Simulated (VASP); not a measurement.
Computed with r2SCAN meta-GGA, VASP's PBE PAW potentials (set 64) (plane waves; VASP 6.6.1).

Input for VASP

### POSCAR
```
As
1.0
  3.2092447848  -1.8131061053  -0.1049937915
  3.2092447848   1.8131061053  -0.1049937915
  2.2830739147   0.0000000000   2.8957171358
As
2
Cart
  2.0644724810  -0.0000000000   0.6371975337
  6.6370910033   0.0000000000   2.0485320191
```

KPOINTS:
```
Automatic mesh
0
Gamma
12 12 12
0 0 0
```

**INCAR**
```
LMIXTAU=T
LWAVE=F
EDIFF=1E-6
LCHARG=F
ISMEAR=1
ISIF=3   # ions, shape and volume
ENCUT=500
EDIFFG=-0.02
PREC=Accurate
ALGO=Normal
SYSTEM=As
METAGGA=R2SCAN
SIGMA=0.1   # width (eV)
LREAL=F   # projection in real space or not
NSW=40
PSTRESS=200   # kbar
LMAXMIX=4
LASPH=T   # aspherical one-centre terms
NELM=100   # most electronic steps
IBRION=2   # conjugate gradients
```

POTCAR, in this order: As (PBE.64 set). Program: vasp_std.

Question: What will the output report for the number of irreducible k-points (NKPTS), largest plane-wave count, number of space-group operations, FFT grid (NGX, NGY, NGZ)?

Answer: 
The number of irreducible k-points (NKPTS) is 189 and the largest plane-wave count comes out as 899. The number of space-group operations is 12. The FFT grid (NGX, NGY, NGZ) is 28 × 28 × 28.

The compound is As in the a7 structure. It was relaxed first under an external pressure of 20 GPa.
